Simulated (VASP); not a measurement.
Computed with HSE06 screened hybrid, VASP's PBE PAW potentials (set 64) (plane waves; VASP 6.6.1).

A VASP calculation is set up with these files.

File POSCAR:
```
SnSi62
1
   10.9370747000     0.0000000000     0.0000000000
    0.0000000000    10.9370747000     0.0000000000
    0.0000000000     0.0000000000    10.9370747000
Si Sn
62 1
Direct
  0.4990521266   0.0020382185   0.0018588413
  0.6215806000   0.1320013036   0.1321084624
  0.7474029795   0.2527465280   0.0042169130
  0.8682376374   0.3784864484   0.1321262648
  0.7473806216   0.0040200672   0.2527713224
  0.8681470110   0.1319490724   0.3785318585
  0.9991669680   0.0009378596   0.0009667658
  0.1209956487   0.1269968829   0.1270278314
  0.2473288735   0.2487828568   0.0003285066
  0.3714910753   0.3763083219   0.1238603947
  0.4995342409   0.5005942093   0.0006660415
  0.6239035157   0.6285006433   0.1239014546
  0.7513501785   0.7527382298   0.0003112509
  0.8730329257   0.8791750511   0.1269576057
  0.2473967239   0.0003589256   0.2487921239
  0.3716181878   0.1238887103   0.3763319131
  0.4911634705   0.2570986734   0.2570410632
  0.7432286751   0.5088684062   0.2570242463
  0.8762744157   0.6285012331   0.3763014018
  0.4994373741   0.0005200385   0.5006754139
  0.6237994493   0.1238947458   0.6285118613
  0.7431105878   0.2569941958   0.5088588981
  0.8761808800   0.3762224455   0.6284946890
  0.7513162815   0.0003789442   0.7528296457
  0.8730915844   0.1270110618   0.8793039404
  0.9982531092   0.5010892363   0.0018346398
  0.1234448376   0.6279025526   0.1240583433
  0.2504622997   0.7497782803   0.9981310686
  0.3723664027   0.8767081517   0.1241310862
  0.9961419482   0.2526726318   0.2528133926
  0.1238926534   0.3757792641   0.3758150722
  0.2470434650   0.5005037144   0.2481691254
  0.3794300602   0.6207171223   0.3676950899
  0.4997255556   0.7530657480   0.2482065067
  0.6243444501   0.8762247358   0.3758813435
  0.9983130093   0.0019006553   0.5011914569
  0.1235552717   0.1241528812   0.6278560394
  0.2471614917   0.2482554961   0.5005387488
  0.3795157010   0.3678428329   0.6206880680
  0.6324572583   0.6206529781   0.6207084277
  0.7519512213   0.7530035295   0.5005241607
  0.8759946514   0.8766899684   0.6278762482
  0.2504142455   0.9980718660   0.7497238094
  0.3723243105   0.1243110476   0.8765386099
  0.4997280436   0.2483333752   0.7529686278
  0.6243274834   0.3757973377   0.8762831096
  0.7518610949   0.5003459376   0.7530274941
  0.8758890965   0.6277454505   0.8765603211
  0.9997048788   0.7527677815   0.2486816034
  0.1250832625   0.8749947628   0.3753847077
  0.9995879949   0.5005848600   0.5006830412
  0.1268707418   0.6240685398   0.6240979022
  0.2547060510   0.7453356893   0.4988352617
  0.3759696148   0.8731941966   0.6240949882
  0.9997018177   0.2487218200   0.7527546067
  0.1251026339   0.3754643982   0.8749102447
  0.2548285033   0.4988744262   0.7453182356
  0.3761108665   0.6240593610   0.8733204183
  0.5012544296   0.7452824238   0.7452797243
  0.6246125377   0.8749664684   0.8749771569
  0.0020396016   0.7497265476   0.7497004647
  0.1244618939   0.8756569863   0.8757090548
  0.5594454789   0.4406428724   0.4405880896
```

KPOINTS:
```
Automatic
0
Gamma
  1 1 1
```

### INCAR
```
! general
SYSTEM   = SnSi62
PREC     = Normal
ENCUT    = 400
LREAL    = Auto
LASPH    = T
ISYM     = 0
NELECT   = 251.0

! electronic loop
EDIFF    = 1E-5
NELM     = 50
NELMIN   = 4
ALGO     = Normal
LMAXMIX  = 4

! smearing
ISMEAR   = 0
SIGMA    = 0.05

! functional
GGA      = PE
LHFCALC  = T
AEXX     = 0.25
HFSCREEN = 0.2
PRECFOCK = Fast

! spin
ISPIN    = 2
MAGMOM   = 63*0.0159
NUPDOWN  = 1

! ions
ISIF     = 0

! output
LWAVE    = F
LCHARG   = F
LORBIT   = 10
```

POTCAR, in this order: Si Sn (PBE.64 set). Program: vasp_gam. Read from the step before: WAVECAR.

The run wrote:

OSZICAR:
```
       N       E                     dE             d eps       ncg     rms          rms(c)
DAV:   1    -0.391459194299E+03   -0.39146E+03   -0.12464E+01   632   0.806E+00    0.190E+01
DAV:   2    -0.391563758862E+03   -0.10456E+00   -0.33786E-01   716   0.125E+00    0.124E+01
DAV:   3    -0.391553358771E+03    0.10400E-01   -0.23842E-02   732   0.280E-01    0.738E+00
DAV:   4    -0.391563068778E+03   -0.97100E-02   -0.13485E-02   692   0.203E-01    0.430E+00
DAV:   5    -0.391579111065E+03   -0.16042E-01   -0.33319E-02   716   0.307E-01    0.247E+00
DAV:   6    -0.391578691184E+03    0.41988E-03   -0.19049E-02   700   0.226E-01    0.138E+00
DAV:   7    -0.391578928853E+03   -0.23767E-03   -0.48214E-03   692   0.112E-01    0.784E-01
DAV:   8    -0.391578865350E+03    0.63503E-04   -0.56851E-04   708   0.408E-02    0.450E-01
DAV:   9    -0.391578823554E+03    0.41797E-04   -0.17101E-04   708   0.221E-02    0.256E-01
DAV:  10    -0.391578818361E+03    0.51928E-05   -0.55343E-05   636   0.117E-02
   1 F= -.39157882E+03 E0= -.39157880E+03  d E =-.269822E-04  mag=     1.0000
```

**OUTCAR**
```
------------------------ aborting loop because EDIFF is reached ----------------------------------------
  volume of cell :     1308.29
      direct lattice vectors                 reciprocal lattice vectors
    10.937074700  0.000000000  0.000000000     0.091432127  0.000000000  0.000000000
     0.000000000 10.937074700  0.000000000     0.000000000  0.091432127  0.000000000
     0.000000000  0.000000000 10.937074700     0.000000000  0.000000000  0.091432127
 POSITION                                       TOTAL-FORCE (eV/Angst)
 -----------------------------------------------------------------------------------
      5.45817      0.02229      0.02033         0.169970      0.050949      0.052370
      6.79827      1.44371      1.44488        -0.027521     -0.040590     -0.044677
      8.17440      2.76431      0.04612         0.012222     -0.003489      0.005009
      9.49598      4.13953      1.44507        -0.061752     -0.114672     -0.020813
      8.17416      0.04397      2.76458         0.010202      0.010708     -0.007063
      9.49499      1.44314      4.14003        -0.057836     -0.013316     -0.110646
     10.92796      0.01026      0.01057         0.063293      0.024387      0.026776
      1.32334      1.38897      1.38931        -0.028124     -0.027542     -0.026478
      2.70505      2.72096      0.00359         0.064484      0.096141      0.019625
      4.06303      4.11571      1.35467        -0.061475     -0.070367     -0.046733
      5.46344      5.47504      0.00728        -0.000824     -0.000431      0.004421
      6.82368      6.87396      1.35512        -0.155109      0.000725      0.053079
      8.21757      8.23275      0.00340         0.101338      0.022866      0.039598
      9.54843      9.61560      1.38854        -0.049306     -0.038753     -0.002224
      2.70580      0.00393      2.72106         0.068063      0.026718      0.093470
      4.06442      1.35498      4.11597        -0.071951     -0.048252     -0.068129
      5.37189      2.81191      2.81128        -0.026550      0.046704      0.048994
      8.12875      5.56553      2.81109         0.157507      0.094937     -0.021199
      9.58388      6.87396      4.11564        -0.099147     -0.023557      0.041089
      5.46238      0.00569      5.47592         0.006473      0.011319     -0.002187
      6.82254      1.35505      6.87408        -0.150329      0.046955      0.000292
      8.12746      2.81076      5.56543         0.157288     -0.023514      0.087991
      9.58286      4.11477      6.87389        -0.096632      0.039327     -0.023133
      8.21720      0.00414      8.23375         0.109505      0.044659      0.021371
      9.54907      1.38913      9.61701        -0.053752     -0.004767     -0.043712
     10.91797      5.48045      0.02007         0.071602      0.125673      0.047370
      1.35013      6.86742      1.35684        -0.019849     -0.005507     -0.006866
      2.73932      8.20038     10.91663         0.041897      0.013137      0.016727
      4.07260      9.58862      1.35763        -0.104516     -0.045017     -0.028728
     10.89488      2.76350      2.76504         0.039266     -0.011397     -0.013265
      1.35502      4.10993      4.11032        -0.042300      0.008539      0.011759
      2.70193      5.47405      2.71424         0.084261     -0.015322      0.026996
      4.14985      6.78883      4.02151        -0.131786     -0.001604     -0.086399
      5.46554      8.23634      2.71465         0.127024     -0.038890     -0.003909
      6.82850      9.58334      4.11104        -0.016125     -0.011114      0.016538
     10.91862      0.02079      5.48157         0.070166      0.047090      0.109510
      1.35133      1.35787      6.86691        -0.027471     -0.009392      0.002979
      2.70322      2.71519      5.47443         0.085676      0.023298     -0.023370
      4.15079      4.02312      6.78851        -0.132295     -0.086758     -0.005089
      6.91723      6.78813      6.78873         0.013193     -0.089500     -0.087903
      8.22415      8.23566      5.47427         0.067766      0.064923      0.081052
      9.58082      9.58842      6.86713        -0.064546     -0.030789     -0.087113
      2.73880     10.91599      8.19979         0.043265      0.026654      0.022286
      4.07214      1.35960      9.58677        -0.109708     -0.041981     -0.042306
      5.46556      2.71604      8.23527         0.127330     -0.008556     -0.032785
      6.82832      4.11012      9.58397        -0.011658      0.010406     -0.001486
      8.22316      5.47232      8.23592         0.067509      0.087218      0.058308
      9.57966      6.86570      9.58701        -0.053314     -0.083527     -0.023985
     10.93385      8.23308      2.71985         0.027904      0.006160      0.008258
      1.36804      9.56988      4.10561        -0.077352     -0.047246     -0.098892
     10.93257      5.47493      5.47601         0.042906      0.006787      0.005552
      1.38759      6.82548      6.82581        -0.026586      0.010112      0.008176
      2.78574      8.15179      5.45580         0.065138      0.008387      0.077145
      4.11201      9.55019      6.82577        -0.012651     -0.021112      0.006316
     10.93381      2.72029      8.23293         0.030943      0.004391      0.006174
      1.36826      4.10648      9.56896        -0.074751     -0.099473     -0.042303
      2.78708      5.45623      8.15160         0.062128      0.085080      0.016001
      4.11355      6.82538      9.55157        -0.019052      0.010610     -0.021013
      5.48226      8.15121      8.15118         0.056071      0.043065      0.047037
      6.83143      9.56957      9.56969        -0.194191     -0.051508     -0.052818
      0.02231      8.19982      8.19953         0.039327      0.032326      0.040649
      1.36125      9.57713      9.57770        -0.044315     -0.038719     -0.040765
      6.11870      4.81934      4.81874         0.019057      0.016412      0.013071
 -----------------------------------------------------------------------------------
    total drift:                                0.006799      0.007155      0.018080
  FREE ENERGIE OF THE ION-ELECTRON SYSTEM (eV)
  ---------------------------------------------------
  free  energy   TOTEN  =      -391.5788183607 eV

  energy  without entropy=     -391.5787913785  energy(sigma->0) =     -391.57880487

  exchange ACFDT corr.  =         0.00000000  see jH, gK, PRB 81, 115126

 total charge

# of ion       s       p       d       tot
------------------------------------------
    1        0.755   0.937   0.000   1.692
    2        0.751   0.935   0.000   1.686
    3        0.748   0.960   0.000   1.708
    4        0.752   0.935   0.000   1.687
    5        0.748   0.961   0.000   1.708
    6        0.752   0.935   0.000   1.687
    7        0.749   0.961   0.000   1.710
    8        0.748   0.958   0.000   1.706
    9        0.750   0.959   0.000   1.709
   10        0.750   0.962   0.000   1.711
   11        0.747   0.962   0.000   1.709
   12        0.751   0.958   0.000   1.710
   13        0.752   0.956   0.000   1.708
   14        0.748   0.959   0.000   1.707
   15        0.750   0.959   0.000   1.709
   16        0.750   0.961   0.000   1.711
   17        0.773   0.897   0.000   1.670
   18        0.776   0.882   0.000   1.658
   19        0.750   0.962   0.000   1.712
   20        0.747   0.962   0.000   1.709
   21        0.751   0.958   0.000   1.710
   22        0.776   0.883   0.000   1.658
   23        0.750   0.962   0.000   1.712
   24        0.752   0.956   0.000   1.708
   25        0.748   0.958   0.000   1.707
...
```
(Selected blocks of OUTCAR.)

The cell is charged, with a uniform compensating background. The supercell is sampled at Γ alone, which is coarse: total energies, pressure and levels can be off, energies of defects by several tenths of an eV.

The cell is a supercell with a defect, built from Si (diamond): Sn_Si-vac_Si, charge +1. The cell's shape comes from a PBE relaxation.
